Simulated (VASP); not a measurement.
Computed with PBE GGA with D3 dispersion (Becke-Johnson damping), VASP's PBE PAW potentials (set 64) (plane waves; VASP).

VASP input:

**INCAR**
```
SYSTEM = LiF
PREC = Accurate
ENCUT = 520
EDIFF = 1E-7
NELM = 100
ALGO = Normal
LREAL = .FALSE.
LASPH = .TRUE.
ISMEAR = 0
SIGMA = 0.05
GGA = PE
IVDW = 12
LWAVE = .FALSE.
LCHARG = .FALSE.
ISIF = 2
```

**KPOINTS**
```
Automatic mesh
0
Gamma
11 11 11
0 0 0
```

### POSCAR
```
LiF
1
    0.0000000000     2.0166698402     2.0166698402
    2.0166698402     0.0000000000     2.0166698402
    2.0166698402     2.0166698402     0.0000000000
Li F
1 1
Direct
  0.0000000000   0.0000000000   0.0000000000
  0.5000000000   0.5000000000   0.5000000000
```

POTCAR, in this order: Li_sv F (PBE.64 set). Program: vasp_std.

Output of the run:

File OSZICAR:
```
       N       E                     dE             d eps       ncg     rms          rms(c)
DAV:   1     0.308171139145E+02    0.30817E+02   -0.55390E+03  1040   0.111E+03
DAV:   2    -0.921095091713E+01   -0.40028E+02   -0.38779E+02  1085   0.205E+02
DAV:   3    -0.101387392678E+02   -0.92779E+00   -0.92468E+00  1308   0.308E+01
DAV:   4    -0.101491356653E+02   -0.10396E-01   -0.10389E-01  1386   0.303E+00
DAV:   5    -0.101492075118E+02   -0.71847E-04   -0.71845E-04  1338   0.163E-01    0.454E+00
DAV:   6    -0.962724134831E+01    0.52197E+00   -0.28185E+00  1024   0.131E+01    0.140E+00
DAV:   7    -0.963142796456E+01   -0.41866E-02   -0.19029E-02  1393   0.155E+00    0.855E-01
DAV:   8    -0.963827755832E+01   -0.68496E-02   -0.16309E-02  1389   0.167E+00    0.986E-02
DAV:   9    -0.963837383332E+01   -0.96275E-04   -0.81013E-04  1127   0.311E-01    0.412E-02
DAV:  10    -0.963843956894E+01   -0.65736E-04   -0.14462E-04  1140   0.114E-01    0.655E-03
DAV:  11    -0.963844219985E+01   -0.26309E-05   -0.23340E-06  1406   0.204E-02    0.211E-03
DAV:  12    -0.963844221411E+01   -0.14259E-07   -0.56539E-07  1106   0.893E-03
   1 F= -.99937491E+01 E0= -.99937491E+01  d E =-.527903E-21
```

### OUTCAR
```
------------------------ aborting loop because EDIFF is reached ----------------------------------------
 Edisp (eV)   -0.35531
  FORCE on cell =-STRESS in cart. coord.  units (eV):
  Direction    XX          YY          ZZ          XY          YZ          ZX
  --------------------------------------------------------------------------------------
  Total      -0.22705    -0.22705    -0.22705     0.00000    -0.00000     0.00000
  in kB     -22.17632   -22.17632   -22.17632     0.00000    -0.00000     0.00000
  external pressure =      -22.18 kB  Pullay stress =        0.00 kB
  volume of cell :       16.40
      direct lattice vectors                 reciprocal lattice vectors
     0.000000000  2.016669840  2.016669840    -0.247933494  0.247933494  0.247933494
     2.016669840  0.000000000  2.016669840     0.247933494 -0.247933494  0.247933494
     2.016669840  2.016669840  0.000000000     0.247933494  0.247933494 -0.247933494
  FREE ENERGIE OF THE ION-ELECTRON SYSTEM (eV)
  ---------------------------------------------------
  free  energy   TOTEN  =        -9.9937491174 eV

  energy  without entropy=       -9.9937491174  energy(sigma->0) =       -9.99374912
```
(Selected blocks of OUTCAR.)

The compound is LiF in the rock salt structure. This cell is one point of a volume scan, at 1.03 of the reference volume.
